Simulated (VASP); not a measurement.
A convergence study with VASP on LiCl (space group Fm-3m): one setting is varied, all else stays as given below, so the limit is that of these other settings.

```
CELL_PARAMETERS angstrom
      0.00000     2.57771     2.57771
      2.57771     0.00000     2.57771
      2.57771     2.57771     0.00000
ATOMIC_POSITIONS crystal
  Li 0.00000 0.00000 0.00000
  Cl 0.50000 0.50000 0.50000
```

The numbers are results of PBEsol GGA, VASP's PBE PAW potentials (set 64) (plane waves; VASP), not measurements. The tightest run used: 400 eV cut-off, 11×11×11 Γ-centred mesh, Gaussian smearing of 0.010 eV, potentials Li_sv Cl.

Q: The settings run are 3×3×3 mesh; 4×4×4 mesh; 5×5×5 mesh; 6×6×6 mesh; 7×7×7 mesh; 9×9×9 mesh; 11×11×11 mesh. From which on does the mean ε∞ stay within 0.05  of the tightest run?

A: From 5×5×5 mesh on: it is off by 0.03 there and by no more than 0.05 in any finer run, while 4×4×4 mesh is off by 0.10.
```json
[
 {"setting": "3×3×3 mesh", "mean ε∞": "3.36", "irreducible k-points": "4", "difference judged ()": "0.37"},
 {"setting": "4×4×4 mesh", "mean ε∞": "3.09", "irreducible k-points": "8", "difference judged ()": "0.10"},
 {"setting": "5×5×5 mesh", "mean ε∞": "3.02", "irreducible k-points": "10", "difference judged ()": "0.03"},
 {"setting": "6×6×6 mesh", "mean ε∞": "3.00", "irreducible k-points": "16", "difference judged ()": "0.01"},
 {"setting": "7×7×7 mesh", "mean ε∞": "2.99", "irreducible k-points": "20", "difference judged ()": "0.00"},
 {"setting": "9×9×9 mesh", "mean ε∞": "2.99", "irreducible k-points": "35", "difference judged ()": "0.00"},
 {"setting": "11×11×11 mesh", "mean ε∞": "2.99", "irreducible k-points": "56", "difference judged ()": "0.00"}
]
```

Left out are rungs that failed or repeat a setting and relaxations that didn't move; long series are thinned to 24 rows.

The structure is a typed LiCl crystal (space group no. 225). The cell was not relaxed at this level.
